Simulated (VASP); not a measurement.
Here is a VASP 6.6.1 calculation.

INCAR

```
SYSTEM = Sr2CN2F2
  PREC = Accurate
  ENCUT = 520
  EDIFF = 1E-6
  ISMEAR = -1
  SIGMA = 0.0274
  LREAL = .False.
  LASPH = .True.
  NELM = 100
  ALGO = Normal
  ISIF = 2
  LWAVE = .False.
  LCHARG = .False.
  GGA = PE
  NBANDS = 33
```

KPOINTS

```
Automatic mesh
0
Gamma
  5 5 3
  0 0 0
```

The input POSCAR:

```
Sr2CN2F2
1.0
    0.0000000000      3.8675470000      0.0000000000
    4.3774670000     -1.9337740000      0.0000000000
    0.8996500000      0.0000000000     -6.5345150000
N C F Sr
2 1 2 2
Direct
    0.1156000000      0.2312000000      0.5542000000
    0.8844000000      0.7688000000      0.4458000000
    0.0000000000      0.0000000000      0.5000000000
    0.3704100000      0.7408200000      0.8517300000
    0.6295900000      0.2591800000      0.1482700000
    0.3176600000      0.6353200000      0.2707900000
    0.6823400000      0.3646800000      0.7292100000
```

Potentials or basis: VASP PAW PBE potentials, release 64 (N, C, F, Sr_sv).

The run is started by

```sh
$ cat potpaw_PBE.64/N/POTCAR potpaw_PBE.64/C/POTCAR potpaw_PBE.64/F/POTCAR potpaw_PBE.64/Sr_sv/POTCAR > POTCAR
$ mpirun -np 1 vasp_std > vasp.out
```

(1) Estimate the pressure.

(2) What does it give for the band gap on the k mesh?

(3) Estimate the largest force.

## Answers

(1) 22.6 GPa.

(2) 4.79 eV, indirect (least direct gap 5.19 eV).

(3) 12.630 eV/Å.

Caveat: the standard files for N, O and F lose accuracy on very short bonds; so large a pressure means that the cell lies far from this level's equilibrium, or that cutoff or potentials fall short; an odd mesh through Γ misses points on the zone boundary, where band edges often lie; forces of over 1 eV/Å show positions far from the minimum, so gaps and moduli don't describe the material at rest.
